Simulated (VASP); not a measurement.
Consider the following.

```
Cd3ZnS4
1.0
    2.01347    -3.48742     0.00000
    2.01347     3.48742     0.00000
    0.00000     0.00000    13.26820
Zn Cd S
1 3 4
Cartesian
  2.01347  -1.16248   3.31402
  2.01347   1.16248   0.14204
  2.01347  -1.16248   9.97483
  2.01347   1.16248   6.54317
  2.01347  -1.16248   5.63159
  2.01347   1.16248   2.66360
  2.01347  -1.16248  12.48514
  2.01347   1.16248   9.05441
```

Level of theory: PBEsol GGA, VASP's PBE PAW potentials (set 64) (plane waves; VASP). Run with 400 eV cut-off, Gaussian smearing of 0.050 eV, potentials Zn Cd S.

### Question
Give the energies of bands 27 to 40 at the high-symmetry points, in eV from the valence-band maximum.

### Answer

```tsv
band	Γ	M	K	A	L	H
27	-2.73	-4.36	-3.98	-1.30	-4.08	-4.06
28	-1.02	-3.76	-3.85	-1.18	-3.99	-4.03
29	-1.02	-2.97	-3.50	-1.00	-2.47	-3.42
30	-0.51	-2.17	-2.77	-1.00	-2.38	-3.08
31	-0.51	-1.60	-2.59	-0.61	-2.12	-2.14
32	-0.36	-1.57	-2.14	-0.61	-1.74	-2.02
33	-0.36	-1.54	-2.10	-0.20	-1.37	-1.78
34	-0.18	-1.48	-1.80	-0.20	-1.29	-1.76
35	0.00	-1.36	-1.35	-0.07	-1.06	-1.68
36	0.00	-0.79	-1.25	-0.07	-0.93	-1.58
37	1.17	3.10	4.17	2.03	2.99	4.59
38	2.47	3.33	4.22	2.09	3.21	4.65
39	2.97	3.56	4.25	2.69	3.52	4.67
40	3.09	3.80	5.15	3.12	3.95	4.69
```

The gap is direct, 1.17 eV, from the valence maximum at Γ to the conduction minimum at Γ.

The structure was generated: Cd3ZnS4 was put into an ordered model structure (P3m1), which need not be its known phase. It was relaxed first.
